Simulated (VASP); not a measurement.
# RbN (Fmmm) in VASP: a series of runs, part 2 of 2

VASP 6.6.1.

### 3 Single point, PBE (random cell by space group and Wyckoff sites (Fmmm, No. 69))

The input, INCAR:

```
PREC = Accurate
ENCUT = 520
EDIFF = 1E-6
ISMEAR = 0
SIGMA = 0.1
LREAL = F
LASPH = T
NELM = 100
ALGO = Fast
ISIF = 2
LWAVE = F
LCHARG = F
GGA = PE
NBANDS = 14
```

The input, KPOINTS:

```
regular mesh
0
Gamma
  6 6 6
```

The input, POSCAR:

```
RbN
1.0
    0.0000000000      3.1242492800      3.5463577300
    2.8284839600      0.0000000000      3.5463577300
    2.8284839600      3.1242492800      0.0000000000
Rb N
1 1
Direct
    0.5000000000      0.5000000000      0.5000000000
    0.0000000000      0.0000000000      0.0000000000
```

Potentials or basis: VASP PAW PBE potentials, release 64 (Rb_sv, N).

Run with:

```console
cat potpaw_PBE.64/Rb_sv/POTCAR potpaw_PBE.64/N/POTCAR > POTCAR
mpirun -np 1 vasp_std > vasp.out
```

OUTCAR:

```text
PREC = Accurate
   ENCUT = 520
   EDIFF = 1E-6
   ISMEAR = 0
   LREAL = F
   LASPH = T
   NELM = 100
   ISIF = 2
   GGA = PE

 ion  position               nearest neighbor table
   1  0.500  0.500  0.500-   2 2.83   2 2.83   2 3.12   2 3.12   2 3.55   2 3.55
   2  0.000  0.000  0.000-   1 2.83   1 2.83   1 3.12   1 3.12   1 3.55   1 3.55

  LATTYP: Found a face centered orthorhombic cell.
 ALAT       =     5.6569679200
 B/A-ratio  =     1.1045667305
 C/A-ratio  =     1.2538016054

  Lattice vectors:

 A1 = (   0.0000000000,   3.1242492800,   3.5463577300)
 A2 = (   2.8284839600,   0.0000000000,   3.5463577300)
 A3 = (   2.8284839600,   3.1242492800,   0.0000000000)

Analysis of symmetry for initial positions (statically):
=====================================================================
 Subroutine PRICEL returns:
 Original cell was already a primitive cell.

 Routine SETGRP: Setting up the symmetry group for a
 face centered orthorhombic supercell.

 Subroutine GETGRP returns: Found  8 space group operations
 (whereof  8 operations were pure point group operations)
 out of a pool of  8 trial point group operations.

The static configuration has the point symmetry D_2h.

Analysis of symmetry for dynamics (positions and initial velocities):
=====================================================================
 Subroutine PRICEL returns:
 Original cell was already a primitive cell.

 Routine SETGRP: Setting up the symmetry group for a
 face centered orthorhombic supercell.

 Subroutine GETGRP returns: Found  8 space group operations
 (whereof  8 operations were pure point group operations)
 out of a pool of  8 trial point group operations.

The dynamic configuration has the point symmetry D_2h.

 Subroutine INISYM returns: Found  8 space group operations
 (whereof  8 operations are pure point group operations),
 and found     1 'primitive' translations

----------------------------------------------------------------------------------------

                                     Primitive cell

  volume of cell :      62.6775

  direct lattice vectors                    reciprocal lattice vectors
     0.000000000  3.124249280  3.546357730    -0.176773143  0.160038446  0.140989725
     2.828483960  0.000000000  3.546357730     0.176773143 -0.160038446  0.140989725
     2.828483960  3.124249280  0.000000000     0.176773143  0.160038446 -0.140989725

  length of vectors
     4.726265620  4.536185034  4.214410407     0.277018322  0.277018322  0.277018322

  position of ions in fractional coordinates (direct lattice)
     0.500000000  0.500000000  0.500000000
     0.000000000  0.000000000  0.000000000

  ion indices of the primitive-cell ions
   primitive index   ion index
                 1           1
                 2           2

----------------------------------------------------------------------------------------

 KPOINTS: regular mesh

Automatic generation of k-mesh.
 Grid dimensions read from file:
 generate k-points for:    6    6    6

 Generating k-lattice:

  Cartesian coordinates                     Fractional coordinates (reciprocal lattice)
[... 43 lines left out ...]
   number of dos      NEDOS =    301   number of ions     NIONS =      2
   total plane-waves  NPLWV =  41472
   dimension x,y,z NGX =    36 NGY =   36 NGZ =   32
   dimension x,y,z NGXF=    72 NGYF=   72 NGZF=   64
   ions per type =               1   1
   NGX,Y,Z   is equivalent  to a cutoff of  12.66, 13.19, 12.62 a.u.
   NGXF,Y,Z  is equivalent  to a cutoff of  25.33, 26.39, 25.25 a.u.
 SYSTEM =  unknown system
   PREC   = accura    normal or accurate (medium, high low for compatibility)
   ISTART =      0    job   : 0-new  1-cont  2-samecut
   ICHARG =      2    charge: 1-file 2-atom 10-const
   ISPIN  =      1    spin polarized calculation?
   LNONCOLLINEAR =      F non collinear calculations
   LSORBIT =      F    spin-orbit coupling
   LASPH  =      T    aspherical Exc in radial PAW
   ENCUT  =  520.0 eV  38.22 Ry    6.18 a.u.   8.79  8.43  7.84*2*pi/ulx,y,z
   NELM   =    100;   NELMIN=  2; NELMDL= -5     # of ELM steps
   EDIFF  = 0.1E-05   stopping-criterion for ELM
   LREAL  =      F    real-space projection
   EDIFFG = 0.1E-04   stopping-criterion for IOM
   NSW    =      0    number of steps for IOM
   IBRION =     -1    ionic relax: 0-MD 1-quasi-New 2-CG
   NFREE  =      0    steps in history (QN), initial steepest desc. (CG)
   ISIF   =      2    stress and relaxation
   ISYM   =      2    0-nonsym 1-usesym 2-fastsym
   POTIM  = 0.5000    time-step for ionic-motion
   TEBEG  =    0.0;   TEEND  =   0.0 temperature during run
   PSTRESS=    0.0 pullay stress
   NELECT =      14.0000    total number of electrons
   NUPDOWN=      -1.0000    fix difference up-down
   EMIN   =  10.00;   EMAX   =-10.00  energy-range for DOS
   EFERMI =   0.00;   METHOD = LEGACY
   ISMEAR =     0;   SIGMA  =   0.10  broadening in eV -4-tet -1-fermi 0-gaus
   EFERMI_NEDOS =   21; number of points for ismear=-14 and -15
   IALGO  =     68    algorithm
   IMIX   =      4    mixing-type and parameters
     AMIX     =   0.40;   BMIX     =  1.00
     AMIX_MAG =   1.60;   BMIX_MAG =  1.00
  volume/ion in A,a.u.               =      31.34       211.48
  Fermi-wavevector in a.u.,A,eV,Ry     =   0.993299  1.877064 13.424104  0.986644
  Thomas-Fermi vector in A             =   2.125172
   LORBIT       =      0    0 simple, 1 ext, 2 COOP (PROOUT), +10 PAW based schemes
   GGA     = PE    functional components
   LHFCALC =     F    Hartree Fock is set to
   AEXX    =    0.0000 exact exchange contribution
   IVDW    =     0    specifies the selected vdW correction
   LEPSILON=     F    determine dielectric tensor
   LRPA    =     F    only Hartree local field effects (RPA)
 non-spin polarized calculation
 RMM-DIIS sequential band-by-band and
 Gauss-broadening in eV      SIGMA  =   0.10
  energy-cutoff  :      520.00
  volume of cell :       62.68
 maximum number of plane-waves:      1709
   NGX = 17   NGY = 17   NGZ = 15

 number of electron      14.0000000 magnetization

 Free energy of the ion-electron system (eV)
  ---------------------------------------------------
  ext. energy  EPLUGINS =         0.00000000
  ---------------------------------------------------
  free energy    TOTEN  =        -5.39707670 eV

  energy without entropy =       -5.34154890  energy(sigma->0) =       -5.36931280

 E-fermi :  -1.2228     XC(G=0):  -7.2441

 val. band max:       -1.2323210774   @ k =  -0.3333   0.1667   0.3333
 cond. band min:      -1.2160345282   @ k =   0.5000   0.3333  -0.0000
 fundamental gap:      0.0162865493
 Fermi energy:        -1.2227710906

 k-point     1 :       0.0000    0.0000    0.0000
  band No.  band energies     occupation
      1     -26.7078      2.00000
      2     -12.5589      2.00000
      3     -10.7321      2.00000
      4     -10.7289      2.00000
      5     -10.6430      2.00000
      6      -1.0174      0.00368
      7      -0.9695      0.00034
      8      -0.8664      0.00000
      9       2.1408      0.00000
     10       5.4442      0.00000
     11       6.1510      0.00000
     12       6.6340      0.00000
     13       6.7980      0.00000
     14       8.4636      0.00000
[... 377 lines left out ...]
      1     -26.6853      2.00000
      2     -12.6215      2.00000
      3     -10.8868      2.00000
      4     -10.8545      2.00000
      5     -10.5961      2.00000
      6      -1.5402      1.99999
      7      -1.2794      1.57695
      8      -0.9639      0.00025
      9       4.8005      0.00000
     10       5.0779      0.00000
     11       7.1248      0.00000
     12       7.7004      0.00000
     13       8.4148      0.00000
     14       8.8330      0.00000

 [... further k-points ...]

------------------------ aborting loop because EDIFF is reached ----------------------------------------

  FORCE on cell =-STRESS in cart. coord.  units (eV):
  Direction    XX          YY          ZZ          XY          YZ          ZX
  --------------------------------------------------------------------------------------
  -------------------------------------------------------------------------------------
  Total       -0.4894288     -0.6085576     -0.7882039      0.0000000      0.0000000      0.0000000
  in kB      -12.5108882    -15.5560864    -20.1482454      0.0000000      0.0000000      0.0000000
  external PRESSURE =     -16.0717400 kB  Pullay stress =       0.0000000 kB

 VOLUME and BASIS-vectors are now :
 -----------------------------------------------------------------------------
  energy-cutoff  :      520.00
  volume of cell :       62.68
      direct lattice vectors                 reciprocal lattice vectors
     0.000000000  3.124249280  3.546357730    -0.176773143  0.160038446  0.140989725
     2.828483960  0.000000000  3.546357730     0.176773143 -0.160038446  0.140989725
     2.828483960  3.124249280  0.000000000     0.176773143  0.160038446 -0.140989725

 POSITION                                       TOTAL-FORCE (eV/Angst)
 -----------------------------------------------------------------------------------
      2.82848      3.12425      3.54636        -0.000000      0.000000      0.000000
      0.00000      0.00000      0.00000         0.000000     -0.000000     -0.000000
 -----------------------------------------------------------------------------------
    total drift:                                0.000000      0.000000      0.000000

  FREE ENERGIE OF THE ION-ELECTRON SYSTEM (eV)
  ---------------------------------------------------
  free  energy   TOTEN  =        -5.3970767034 eV

  energy  without entropy=       -5.3415488968  energy(sigma->0) =       -5.36931280
```

OSZICAR:

```text
N       E                     dE             d eps       ncg     rms          rms(c)
DAV:   1     0.574019693679E+02    0.57402E+02   -0.59790E+03  1288   0.849E+02
DAV:   2    -0.204409163854E+01   -0.59446E+02   -0.56476E+02  1926   0.164E+02
DAV:   3    -0.584861053849E+01   -0.38045E+01   -0.37166E+01  1804   0.392E+01
DAV:   4    -0.602845180626E+01   -0.17984E+00   -0.17971E+00  1708   0.532E+00
DAV:   5    -0.603078126976E+01   -0.23295E-02   -0.23294E-02  1726   0.577E-01    0.406E+00
RMM:   6    -0.538218728087E+01    0.64859E+00   -0.96568E-01  1405   0.432E+00    0.200E+00
RMM:   7    -0.538760046946E+01   -0.54132E-02   -0.12869E-01  1704   0.196E+00    0.136E+00
RMM:   8    -0.539506858985E+01   -0.74681E-02   -0.23515E-02  1589   0.938E-01    0.186E-01
RMM:   9    -0.539601498467E+01   -0.94639E-03   -0.90291E-03  1814   0.402E-01    0.114E-01
RMM:  10    -0.539674326244E+01   -0.72828E-03   -0.23743E-03  1944   0.190E-01    0.574E-02
RMM:  11    -0.539702885904E+01   -0.28560E-03   -0.67304E-04  1836   0.127E-01    0.124E-02
RMM:  12    -0.539705383832E+01   -0.24979E-04   -0.22611E-04  2086   0.562E-02    0.818E-03
RMM:  13    -0.539706937299E+01   -0.15535E-04   -0.77595E-05  1963   0.352E-02    0.214E-03
RMM:  14    -0.539707439403E+01   -0.50210E-05   -0.39071E-05  1960   0.217E-02    0.134E-03
RMM:  15    -0.539707623029E+01   -0.18363E-05   -0.11275E-05  1860   0.131E-02    0.176E-03
RMM:  16    -0.539707670343E+01   -0.47313E-06   -0.48732E-06  1566   0.840E-03
   1 F= -.53970767E+01 E0= -.53693128E+01  d E =-.555278E-01
```

stdout:

```text
POSCAR found type information on POSCAR RbN
 POSCAR found :  2 types and       2 ions
 scaLAPACK will be used
 LDA part: xc-table for (Slater+PW92), standard interpolation
 POSCAR, INCAR and KPOINTS ok, starting setup
 FFT: planning ... GRIDC
 FFT: planning ... GRID_SOFT
 FFT: planning ... GRID
 WAVECAR not read
 entering main loop
```

It took 32 s on 1 thread of Intel Xeon Platinum 8488C (Sapphire Rapids), shared host; peak memory 0.2 GiB.

Results:

- Free energy: -5.3971 eV
- Pressure: -1.6 GPa
- Band gap on the k mesh: none (metal or under the smearing width)

Stress tensor (GPa, compression positive):
```
-1.25  0.00  0.00
 0.00 -1.56  0.00
 0.00  0.00 -2.01
```
